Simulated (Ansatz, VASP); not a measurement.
# Li3P3H42C21O13F18: VASP beside Ansatz

Aim: how closely do two programs agree when they are given the same cell, functional and k mesh? Of the first pair: The structure shown is frame 133 of Ansatz's trajectory.

Calculated with Ansatz 0.2.0; plane waves, with VASP 6.6.1 beside it; single point at PBE with D4.

## (1) The starting structure

The cell holds 100 atoms: 21 C, 13 O, 42 H, 3 P, 18 F and 3 Li. Cell: a = 10.579 Å, b = 10.579 Å, c = 10.579 Å, α = 90.0°, β = 90.0°, γ = 90.0°.

## (2) Ansatz: dynamics, PBE with D4

Ansatz runs on its default PAW (the set named soft_2) files.

One frame of this run of dynamics is then solved in both programs, so the motion causes no difference.

The input, input.yaml:

```yaml
crystal:
  lattice:
    - [10.57902, 0.0, 0.0]
    - [0.0, 10.57902, 0.0]
    - [0.0, 0.0, 10.57902]
  atoms:
    - { symbol: C, position: [0.17538, 0.04188, 0.41012] }
    - { symbol: C, position: [0.16737, 0.92672, 0.4889] }
    - { symbol: O, position: [0.28872, 0.8725, 0.50984] }
    - { symbol: C, position: [0.32213, 0.78356, 0.42506] }
    - { symbol: O, position: [0.2473, 0.7396, 0.34829] }
    - { symbol: O, position: [0.44827, 0.75872, 0.43567] }
    - { symbol: C, position: [0.49439, 0.67911, 0.33707] }
    - { symbol: C, position: [0.62452, 0.7344, 0.30679] }
    - { symbol: H, position: [0.25691, 0.10366, 0.42619] }
    - { symbol: H, position: [0.09102, 0.09556, 0.42483] }
    - { symbol: H, position: [0.17694, 0.0245, 0.30443] }
    - { symbol: H, position: [0.13147, 0.96048, 0.57882] }
    - { symbol: H, position: [0.09763, 0.85988, 0.45954] }
    - { symbol: H, position: [0.50824, 0.58564, 0.37784] }
    - { symbol: H, position: [0.43373, 0.67168, 0.25755] }
    - { symbol: H, position: [0.70051, 0.70383, 0.37926] }
    - { symbol: H, position: [0.61802, 0.84352, 0.30627] }
    - { symbol: H, position: [0.65772, 0.70128, 0.21628] }
    - { symbol: C, position: [0.27302, 0.42874, 0.18553] }
    - { symbol: C, position: [0.14778, 0.42879, 0.11512] }
    - { symbol: O, position: [0.06593, 0.51779, 0.17533] }
    - { symbol: C, position: [0.07599, 0.63387, 0.13286] }
    - { symbol: O, position: [0.14901, 0.6691, 0.0482] }
    - { symbol: O, position: [0.00518, 0.70971, 0.20371] }
    - { symbol: C, position: [0.01083, 0.83887, 0.15627] }
    - { symbol: C, position: [0.89374, 0.91824, 0.18811] }
    - { symbol: H, position: [0.26605, 0.40456, 0.28359] }
    - { symbol: H, position: [0.32734, 0.51459, 0.18941] }
    - { symbol: H, position: [0.336, 0.36076, 0.13766] }
    - { symbol: H, position: [0.15692, 0.43749, 0.01232] }
[... 64 atom lines left out ...]
    - { symbol: F, position: [0.45165, 0.99726, 0.93609] }
    - { symbol: F, position: [0.46888, 0.83182, 0.05371] }
    - { symbol: F, position: [0.58776, 0.02685, 0.10423] }
    - { symbol: Li, position: [0.81249, 0.32275, 0.66745] }
    - { symbol: Li, position: [0.56965, 0.20902, 0.17964] }
    - { symbol: Li, position: [0.2815, 0.78464, 0.98148] }
kpoints:
  mp_grid: { grid: [1, 1, 1] }
hamiltonian:
  xc: pbe
  dispersion: d4
scf:
  occupations: { method: gaussian, width: 0.025 }
output:
  forces: true
md:
  timestep: 0.5
  n_steps: 400
  ensemble: nvt_langevin
  temperature: 300
  initial_velocities: maxwell_boltzmann
  seed: 4052
```

Started as:

```bash
ansatz run input.yaml --threads 4 --pin off --max-ram 8192MiB --backend cpu --events-out ev --progress --plain --runs-dir out
```

Numbers of over 12 decimals in the logs are rounded to 6 here.

The log of the run:

```text
Warning: md: disabling space-group detection — thermal motion breaks the input geometry's symmetry, so no spatial operation reduces the k-mesh or symmetrises the density; time reversal is kept, so that k and −k are solved as one point where they differ and the mesh holds both, and exact exchange and, on two spinor components, a DFT+U term hold to it where the run has them: on two components no moment then forms, and  [...]
Engine: ansatz 0.2.0, aarch64-unknown-linux-gnu
Pseudopotentials: kind: paw
Pseudopotential: C, paw, valence charge 4, recommended cutoff 420 eV (normal), C.paw.azcp
Pseudopotential: O, paw, valence charge 6, recommended cutoff 420 eV (normal), O.paw.azcp
Pseudopotential: H, paw, valence charge 1, recommended cutoff 420 eV (normal), H.paw.azcp
Pseudopotential: P, paw, valence charge 5, recommended cutoff 420 eV (normal), P.paw.azcp
Pseudopotential: F, paw, valence charge 7, recommended cutoff 420 eV (normal), F.paw.azcp
Pseudopotential: Li, paw, valence charge 3, recommended cutoff 420 eV (normal), Li.paw.azcp
Functional definition: PBE
  parameter kappa = 0.804
  parameter beta = 0.066725
  exchange = pbe_x(kappa = kappa, mu = beta*pi^2/3)
  correlation = pbe_c(beta = beta)
Crystal: 100 atoms, lattice volume = 1183.958 Å³
Basis set: ecut = 420 eV, 23031 PW (Γ), exchange–correlation on 144×144×144 points (8 copies of the dense FFT grid, shifted against one another)
Bands: 277, of which v1, the nominal top of the filled ones, is band 177 counted from 1 (176 counted from 0)
Symmetry: 1 space group operations
k-points: 1
Non-local potential: C, projectors of the file, l = 0: 2, l = 1: 2, l = 2: 1
Non-local potential: O, projectors of the file, l = 0: 2, l = 1: 2, l = 2: 1
Non-local potential: H, projectors of the file, l = 0: 2, l = 1: 1
Non-local potential: P, projectors of the file, l = 0: 2, l = 1: 2, l = 2: 2
Non-local potential: F, projectors of the file, l = 0: 2, l = 1: 2, l = 2: 1
Non-local potential: Li, projectors of the file, l = 0: 3, l = 1: 2, l = 2: 1
PAW form: soft (Blöchl's): semilocal exchange-correlation on the pseudo side does not see the compensation charge
PAW one-centre angular grid: C, 110 points (default); XC on 64 Gauss nodes
PAW one-centre angular grid: O, 110 points (default); XC on 64 Gauss nodes
PAW one-centre angular grid: H, 110 points (default); XC on 64 Gauss nodes
PAW one-centre angular grid: P, 110 points (default); XC on 64 Gauss nodes
PAW one-centre angular grid: F, 110 points (default); XC on 64 Gauss nodes
PAW one-centre angular grid: Li, 110 points (default); XC on 64 Gauss nodes
Initial density: superposition of atomic densities (neutral atoms: chi_scale 0, normalization atom), corrected by the library's trained network
Initial wavefunctions: pseudopotential atomic-orbital guess
Functional: x = pbe(κ = 0.804, μ = 0.219515), c = pbe(β = 0.066725)
SCF iter   1: F=—  HF=-30760.323660 eV  |F-HF|=—  |Δ(HF+E_count)|=         —  Δρ=5.25e-3  dr2=4.46e-1  ethr=1.77e-3  ⟨swp⟩=6.0  Hψ=1288  notcnv=0  defer=73
preconditioner: auto → Resta (q_TF=auto, 2.231 Å⁻¹)  ε∞=2.3  [insulator: Δε(μ)=5.231 eV  Ē_g=17.214 eV  σ=0.025 eV  W_gap=1.00  n_scr=250 (ndim 8)  ℏωp=20.0 eV  f_vac=0.317  D(μ)=0.00/eV (n_scr^D=0)  ε∞_Penn≈2.3]
SCF iter   2: F=—  HF=-30760.200050 eV  |F-HF|=—  |Δ(HF+E_count)|=   1.24e-1  Δρ=2.59e-3  dr2=1.07e-1  ethr=1.26e-4  ⟨swp⟩=3.0  Hψ=435  notcnv=0  defer=91
SCF iter   3: F=—  HF=-30760.176242 eV  |F-HF|=—  |Δ(HF+E_count)|=   2.38e-2  Δρ=1.33e-3  dr2=2.85e-2  ethr=3.03e-5  ⟨swp⟩=3.0  Hψ=350  notcnv=0  defer=91
SCF iter   4: F=—  HF=-30760.168374 eV  |F-HF|=—  |Δ(HF+E_count)|=   7.87e-3  Δρ=5.42e-4  dr2=4.73e-3  ethr=8.05e-6  ⟨swp⟩=2.0  Hψ=472  notcnv=0  defer=94
SCF iter   5: F=—  HF=-30760.167157 eV  |F-HF|=—  |Δ(HF+E_count)|=   1.22e-3  Δρ=3.20e-4  dr2=1.17e-3  ethr=1.34e-6  ⟨swp⟩=3.0  Hψ=378  notcnv=0  defer=94
SCF iter   6: F=—  HF=-30760.166899 eV  |F-HF|=—  |Δ(HF+E_count)|=   2.58e-4  Δρ=1.17e-4  dr2=1.48e-4  ethr=3.31e-7  ⟨swp⟩=2.0  Hψ=349  notcnv=0  defer=94
SCF iter   7: F=—  HF=-30760.166924 eV  |F-HF|=—  |Δ(HF+E_count)|=   2.47e-5  Δρ=3.44e-5  dr2=1.49e-5  ethr=4.18e-8  ⟨swp⟩=2.0  Hψ=338  notcnv=0  defer=94
SCF iter   8: F=—  HF=-30760.167944 eV  |F-HF|=—  |Δ(HF+E_count)|=   1.02e-3  Δρ=1.48e-5  dr2=2.55e-6  ethr=4.22e-9  ⟨swp⟩=3.0  Hψ=475  notcnv=0  defer=94
SCF iter   9: F=—  HF=-30760.167944 eV  |F-HF|=—  |Δ(HF+E_count)|=   2.61e-8  Δρ=7.01e-6  dr2=5.20e-7  ethr=7.20e-10  ⟨swp⟩=2.0  Hψ=345  notcnv=0  defer=94
[...]
SCF iter   1: F=—  HF=-30761.263147 eV  |F-HF|=—  |Δ(HF+E_count)|=         —  Δρ=2.51e-3  dr2=4.17e-2  ethr=1.07e-5  ⟨swp⟩=10.0  Hψ=1531  notcnv=0  defer=4
preconditioner: auto → Resta (q_TF=auto, 2.231 Å⁻¹)  ε∞=2.3  [insulator: Δε(μ)=4.976 eV  Ē_g=17.157 eV  σ=0.025 eV  W_gap=1.00  n_scr=250 (ndim 8)  ℏωp=19.9 eV  f_vac=0.317  D(μ)=0.00/eV (n_scr^D=0)  ε∞_Penn≈2.3]
SCF iter   2: F=—  HF=-30761.253842 eV  |F-HF|=—  |Δ(HF+E_count)|=   9.31e-3  Δρ=1.13e-3  dr2=6.31e-3  ethr=1.07e-5  ⟨swp⟩=2.0  Hψ=440  notcnv=0  defer=10
SCF iter   3: F=—  HF=-30761.252906 eV  |F-HF|=—  |Δ(HF+E_count)|=   9.36e-4  Δρ=3.28e-4  dr2=7.13e-4  ethr=1.78e-6  ⟨swp⟩=2.0  Hψ=333  notcnv=0  defer=10
SCF iter   4: F=—  HF=-30761.252798 eV  |F-HF|=—  |Δ(HF+E_count)|=   1.08e-4  Δρ=1.05e-4  dr2=9.87e-5  ethr=2.01e-7  ⟨swp⟩=3.0  Hψ=368  notcnv=0  defer=10
SCF iter   5: F=—  HF=-30761.254060 eV  |F-HF|=—  |Δ(HF+E_count)|=   1.26e-3  Δρ=2.56e-5  dr2=8.37e-6  ethr=2.79e-8  ⟨swp⟩=2.0  Hψ=340  notcnv=0  defer=10
SCF iter   6: F=—  HF=-30761.254061 eV  |F-HF|=—  |Δ(HF+E_count)|=   6.71e-7  Δρ=1.56e-5  dr2=2.74e-6  ethr=2.36e-9  ⟨swp⟩=3.0  Hψ=341  notcnv=0  defer=10
SCF iter   7: F=—  HF=-30761.254060 eV  |F-HF|=—  |Δ(HF+E_count)|=   3.71e-7  Δρ=4.54e-6  dr2=2.87e-7  ethr=7.74e-10  ⟨swp⟩=3.0  Hψ=361  notcnv=0  defer=10
SCF iter   8: F=-30761.254060 eV  HF=-30761.254060 eV  |F-HF|=4.59e-8  |Δ(HF+E_count)|=   7.31e-9  Δρ=2.44e-6  dr2=6.56e-8  ethr=2.82e-11  ⟨swp⟩=5.0  Hψ=798  notcnv=0
WARN: dispersion: an atom stands within reach of a switch of its C6 between two reference coordination numbers of its element: through that C6 alone, e_disp changes by 0.025 eV or more while the distances to its neighbours run over a stretch of 0.05 Å that contains this geometry (sites counted from 0 in the run's list of atoms or, in a supercell that it derives, in that cell's: here a list of 100) — site 99 (Li): coordination number 2.779 (about 2.57 to 2.99 with every neighbour 0.05 Å farther or nearer), switch near 2.679 between the references 4.557 (weight 0.99) and 0.802 (weight 0.01), e_disp changing by some 0.04 eV. [rest of the remark cut]
SCF 401 converged in 8 iterations: F = -30761.254060 eV  dr2 = 6.56e-8
md step   400: t =   200.00 fs  T =   360.3 K  F+E_penalty+E_count = -30761.25406031 eV  E_kin = 4.657027 eV  (8 SCF iters, 5 dispersion substeps)
SCF converged after 8 iterations
Free energy (F): -30761.254060 eV
Harris-Foulkes:  -30761.254060 eV  (|F-HF|=4.59e-8)
Internal energy: -30761.254060 eV  (E = F + TS)
E sigma→0 (E₀):  -30761.254060 eV
Fermi energy:    1.362438 eV
--- Per-component energies (eV) ---
  E_band       = -3472.572632
  E_kinetic    = 8806.388286
  E_local      = -36633.653774  (includes V_loc(G=0)·N_el)
  E_nonlocal   = 2567.314190
  E_hartree    = 14349.794227
  E_xc         = -3995.604146
  E_vxc        = -5020.751412  (∫ρ·V_xc dr)
  E_paw        = -9548.361249  (= ΣΔE_a)
  E_vpaw       = -1891.466001  (= ΣTr[D̂ρ^β])
  E_aug_tail   = 0.012118  (compensation charges beyond the density's cutoff)
  E_ewald      = -6302.485324
  E_disp       = -4.658388  (pairwise vdW)
  E_smearing   = -0.000000  (= −TS)
  E_closure    = -0.000000  (closes the sum)
  Σ components = -30761.254060   (vs F -30761.254060, Δ=0.00e0)
--- Forces (eV/Å), atoms counted from 1 ---
  atom   1  C      1.25861991     2.03470302    -1.99151144
  atom   2  C      0.68670558     0.24192198     0.20729525
  atom   3  O     -0.69579991     0.16561832    -0.31523108
  atom   4  C      1.23294431    -1.55939959     0.09988052
  atom   5  O     -0.22292705     0.29401187     0.05930101
  atom   6  O      0.08239971     0.40066503    -0.16602934
  atom   7  C      0.01124147    -1.00139522    -0.21595061
  atom   8  C     -0.67203624    -1.79022312    -0.78822956
  atom   9  H      0.13629242     0.11772515     0.65056952
  atom  10  H      0.06898012    -0.66825680     0.01589345
  atom  11  H     -0.87136669    -0.14053299     0.23586627
  atom  12  H     -0.67057556     0.19631131     1.55804582
  atom  13  H     -0.40560866    -1.39479956    -0.28450486
  atom  14  H     -0.07695229     0.63235893    -0.72578490
  atom  15  H      0.25958079     0.14761214     1.10716093
  atom  16  H      0.28882232    -0.00669887     1.39926164
  atom  17  H      0.25110250     0.55314179    -1.17755868
  atom  18  H     -0.80017756     1.60366985     0.40130227
  atom  19  C     -0.00022121    -0.53029473     0.38368516
  atom  20  C      0.90816221    -0.86319494    -0.09049520
  atom  21  O     -0.28539935    -0.18772921     0.53863466
  atom  22  C     -1.21493379    -0.74655425     0.67214788
  atom  23  O      0.75774359     0.63935689    -0.56519911
  atom  24  O      1.13880034     0.26988305    -1.52983680
[...]
atom  93  F     -0.30238983     0.41350200     0.09916535
  atom  94  F      0.31852503    -0.60292731     0.25068972
  atom  95  F      0.42599673    -0.44871617     0.34433860
  atom  96  F     -0.34631458     0.19659712    -0.38171355
  atom  97  F      0.35526033    -0.38007306     0.13090236
  atom  98  Li     0.35307100    -0.01226040    -0.11219614
  atom  99  Li     0.13375902     0.07022906    -0.01449688
  atom 100  Li    -0.20877155    -0.06900892     0.52136063
  max |Σ_I F_I| component: 1.66e-4 eV/Å
--- MD trajectory: 400 steps, t = 0.0 → 200.0 fs ---
  final state: T = 360.3 K   F+E_penalty+E_count = -30761.25406031 eV   E_kin = 4.657027 eV
```

The column dr2 measures how far the density is from self-consistency, as an energy; F and HF (Harris–Foulkes) agree once it is small.

## (3) VASP: single point, PBE with D4, pair 1

The same cell, functional, mesh and smearing now go to VASP, with its own data sets.

Lines of VASP's logs that name or quote its potential files are left out, and so is its time.

The input, INCAR:

```
SYSTEM = Li3P3H42C21O13F18
PREC = Accurate
ENCUT = 650
EDIFF = 1E-06
NELM = 120
ISMEAR = 0
SIGMA = 0.025
LREAL = Auto
ALGO = Normal
GGA = PE
IVDW = 13
NBANDS = 248
LORBIT = 11
LWAVE = .FALSE.
LCHARG = .FALSE.
ISIF = 2
LASPH = .TRUE.
GGA_COMPAT = .FALSE.
EFERMI = MIDGAP
NCORE = 2
```

The input, POSCAR:

```
Li3P3H42C21O13F18
1.0
   10.5790200000      0.0000000000      0.0000000000
    0.0000000000     10.5790200000      0.0000000000
    0.0000000000      0.0000000000     10.5790200000
C O H P F Li
21 13 42 3 18 3
Direct
    0.1631152980      0.0800641269      0.4262682177
    0.1563849960      0.9583023758      0.4950269496
    0.3144053041      0.8041387577      0.4273647275
    0.4990915983      0.6958111432      0.3495975998
    0.6298031387      0.7388964195      0.3242833457
    0.3060396899      0.4494272626      0.1959538785
    0.1688152589      0.4308149526      0.1414308698
    0.1020415880      0.6398135177      0.1320538197
    0.0132620980      0.8531886696      0.1596461676
    0.8858287441      0.8966331475      0.1968046190
    0.2357307199      0.4554864250      0.5575847290
    0.2534261208      0.5340853879      0.6706386792
    0.4162389333      0.6839291352      0.7351058983
    0.5617060938      0.8565538207      0.7405033737
    0.6476403296      0.9236961458      0.6526407928
    0.8990813894      0.5434435326      0.8053392469
    0.9061519876      0.6877669198      0.7787583349
    0.8706383011      0.5953481513      0.5930133415
    0.5315709773      0.3157286781      0.7830309424
    0.4920682634      0.3581239094      0.9127215942
    0.6994031583      0.2825970648      0.9231573435
    0.2847522738      0.8957729544      0.5114935032
    0.2438694700      0.7458252277      0.3572542636
    0.4420541789      0.7866135048      0.4320910633
    0.0796671147      0.5297088010      0.1908399833
    0.1787311112      0.6622730650      0.0457036663
    0.0097835149      0.7173726867      0.1684182467
    0.3903386136      0.5786641863      0.6668008946
    0.3440110710      0.7235830918      0.8129959108
    0.5328754459      0.7280069420      0.7046493910
[... 64 atom lines left out ...]
    0.4372238638      0.9956120699      0.9482636388
    0.4665744086      0.8305400689      0.0802153697
    0.5869069158      0.0135078675      0.0978729599
    0.8030044371      0.3148590323      0.6776903721
    0.5632563319      0.2091214498      0.1627939072
    0.3163336491      0.7602216462      0.9845524444
```

The input, KPOINTS:

```
Automatic mesh
0
Gamma
1 1 1
0 0 0
```

PAW data sets: C, O, H, P, F and Li_sv (PBE family, release 64).

Started as:

```bash
mpirun -np 8 vasp_gam
```

The log of the run:

```text
[banner, memory and clock lines left out]
running    8 mpi-ranks, on    1 nodes
[...]
LDA part: xc-table for (Slater+PW92), standard interpolation
 POSCAR, INCAR and KPOINTS ok, starting setup
[...]
entering main loop
       N       E                     dE             d eps       ncg     rms          rms(c)
DAV:   1     0.366028323228E+04    0.36603E+04   -0.21988E+05   496   0.163E+03
DAV:   2    -0.198788356611E+03   -0.38591E+04   -0.36836E+04   616   0.373E+02
DAV:   3    -0.578791850099E+03   -0.38000E+03   -0.37713E+03   592   0.125E+02
DAV:   4    -0.593943035039E+03   -0.15151E+02   -0.15086E+02   680   0.210E+01
[...]
DAV:  18    -0.548638993653E+03    0.88667E-05   -0.10318E-05   608   0.116E-02    0.411E-03
DAV:  19    -0.548638989629E+03    0.40246E-05   -0.31174E-06   520   0.757E-03    0.226E-03
DAV:  20    -0.548638988952E+03    0.67706E-06   -0.19381E-06   480   0.397E-03
   1 F= -.55327665E+03 E0= -.55327665E+03  d E =0.000000E+00
```

Parts of OUTCAR (step 3):

```text
  FREE ENERGIE OF THE ION-ELECTRON SYSTEM (eV)
  ---------------------------------------------------
  free  energy   TOTEN  =      -553.2766475765 eV

  energy  without entropy=     -553.2766475765  energy(sigma->0) =     -553.27664758

[... 1 further part left out ...]
```

The run ends at a pressure of 0.22 GPa, with forces up to 3.2 eV/Å.

## (4) Differences

Known differences besides the potentials themselves: the cutoff is 420 eV in Ansatz and 650 eV in VASP (PREC = Accurate, projectors in real space). Total energies have different zeros and are not compared.

Forces on 9 of the 100 atoms, those with the largest forces and the largest differences (eV/Å; atoms numbered as in POSCAR):

```
atom         Ansatz x, y, z            VASP x, y, z
  C2   1.540, -2.034, 0.163    1.498, -2.009, 0.180
 C12    1.268, 1.779, 1.246     1.230, 1.753, 1.250
 C13  1.598, -1.536, -1.862   1.830, -1.637, -2.093
 C16  -2.024, 0.021, -1.277   -2.007, 0.029, -1.198
 C19    1.803, 1.608, 0.370     1.731, 1.604, 0.323
 O23   -0.220, 0.144, 0.054  -0.491, -0.084, -0.226
 O26   0.084, -0.170, 0.853    0.316, -0.096, 0.604
 O29   -0.958, 1.332, 1.620    -1.262, 1.499, 1.963
 O33   -1.940, 0.279, 0.799    -2.014, 0.276, 0.925
```

The forces differ by 67 meV/Å r.m.s., which is 9.3 % of the r.m.s. force of 0.717 eV/Å (both taken over all components).

## (5) Ansatz: dynamics, PBE with D4

One frame of this run of dynamics is then solved in both programs, so the motion causes no difference.

The structure compared here is frame 267 of Ansatz's trajectory.

input.yaml is that of step 2.

Started as:

```bash
ansatz run input.yaml --threads 4 --pin off --max-ram 8192MiB --backend cpu --events-out ev --progress --plain --runs-dir out
```

The log of the run:

```text
[...]
Crystal: 100 atoms, lattice volume = 1183.958 Å³
Basis set: ecut = 420 eV, 23031 PW (Γ), exchange–correlation on 144×144×144 points (8 copies of the dense FFT grid, shifted against one another)
Bands: 277, of which v1, the nominal top of the filled ones, is band 177 counted from 1 (176 counted from 0)
Symmetry: 1 space group operations
k-points: 1
[...]
atom   7  C      0.01124147    -1.00139522    -0.21595061
  atom   8  C     -0.67203624    -1.79022312    -0.78822956
[...]
atom  97  F      0.35526033    -0.38007306     0.13090236
  atom  98  Li     0.35307100    -0.01226040    -0.11219614
  atom  99  Li     0.13375902     0.07022906    -0.01449688
  atom 100  Li    -0.20877155    -0.06900892     0.52136063
  max |Σ_I F_I| component: 1.66e-4 eV/Å
--- MD trajectory: 400 steps, t = 0.0 → 200.0 fs ---
[...]
[key lines of the parts left out:]
SCF converged after 8 iterations
Free energy (F): -30761.254060 eV
Fermi energy:    1.362438 eV
```

(Continued in part 2 of 2.)

[Lines on the potential files, build, host, timing and source positions are cut from VASP's logs without a mark.]

[Logs are printed without paths, hosts, clocks, repeated set-up lines and the standing remarks that a program may print on its own settings, such as how far it seeks lower states.]

[Hosts, paths, dates, database ids (printed as entryN), source tags and the programs' standing remarks are cut or masked in the printed files.]
